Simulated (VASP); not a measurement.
Input:

```
CELL_PARAMETERS angstrom
      0.00000     2.28396     2.28396
      2.28396     0.00000     2.28396
      2.28396     2.28396     0.00000
ATOMIC_POSITIONS crystal
  Zr 0.00000 0.00000 0.00000
  N  0.50000 0.50000 0.50000
```

All values below come from PBE GGA with D4 dispersion, VASP's PBE PAW potentials (set 64) (plane waves; VASP 6.6.1). Run with 520 eV cut-off, 14×14×14 Γ-centred mesh, first-order Methfessel-Paxton smearing of 0.10 eV, potentials Zr_sv N.

Task: What does the run give for the energy per atom (σ→0), band gap (on the k-mesh) with the smallest direct gap where there is one?

Result: 
The band gap (on the k-mesh) comes out as none (metal, semimetal or under 0.01 eV) and the energy per atom (σ→0) is -10.465 eV/atom.

Total energies compare only between runs with the same potentials, cut-off and functional.

The compound is ZrN in the rock salt structure. It was relaxed first. The electron count is odd and the run is not spin-polarised, which forces a metal.
